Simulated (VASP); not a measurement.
VASP input:

File POSCAR:
```
CuCl
1
    3.0460160000    -2.2259850000     0.0000000000
    3.0460160000     2.2259850000     0.0000000000
   -1.1055930000     0.0000000000     6.5785460000
Cu Cl
2 2
Direct
  0.0000000000   0.5000000000   0.0000000000
  0.5000000000   0.0000000000   0.5000000000
  0.5816000000   0.4184000000   0.2500000000
  0.4184000000   0.5816000000   0.7500000000
```

### INCAR
```
! general
SYSTEM =CuCl
PREC   =Accurate
ENCUT  =400
LREAL  =.FALSE.
LASPH  =.TRUE.

! electronic loop
EDIFF  =1E-6
NELM   =100
ALGO   =Normal
LMAXMIX=4

! smearing
ISMEAR =0
SIGMA  =0.05

! functional
GGA    =PE

! ions
ISIF   =2

! output
LWAVE  =.FALSE.
LCHARG =.FALSE.
```

**KPOINTS**
```
Regular mesh
0
gamma
5 5 3
0 0 0
```

POTCAR, in this order: Cu Cl (PBE.64 set). Program: vasp_std.

Problem. Translate this PBE calculation to Quantum ESPRESSO's pw.x.

Solution. One equivalent input (not run):
```
&CONTROL
  calculation = 'scf'
  pseudo_dir = './pseudo'
  outdir = './out'
  tprnfor = .true.
  tstress = .true.
/
&SYSTEM
  ibrav = 0
  nat = 4
  ntyp = 2
  ecutwfc = 92
  occupations = 'smearing'
  smearing = 'gaussian'
  degauss = 0.003675
  input_dft = 'pbe'
/
&ELECTRONS
  conv_thr = 7.3e-08
  electron_maxstep = 100
/
ATOMIC_SPECIES
  Cu 63.546 Cu.upf
  Cl 35.450 Cl.upf
CELL_PARAMETERS angstrom
     3.0460160   -2.2259850    0.0000000
     3.0460160    2.2259850    0.0000000
    -1.1055930    0.0000000    6.5785460
ATOMIC_POSITIONS crystal
  Cu   0.0000000  0.5000000  0.0000000
  Cu   0.5000000  0.0000000  0.5000000
  Cl   0.5816000  0.4184000  0.2500000
  Cl   0.4184000  0.5816000  0.7500000
K_POINTS automatic
  5 5 3 0 0 0
```
What does not carry over: the potentials are each code's own (VASP's PAW set, PseudoDojo norm-conserving files in pw.x), so ENCUT and ecutwfc are chosen apart and not converted; conv_thr bounds pw.x's estimated SCF error, while EDIFF bounds the energy change between steps.

The structure was generated: CuCl was put into the tenorite type (C2/c), which need not be its known phase. The cell was not relaxed at this level.
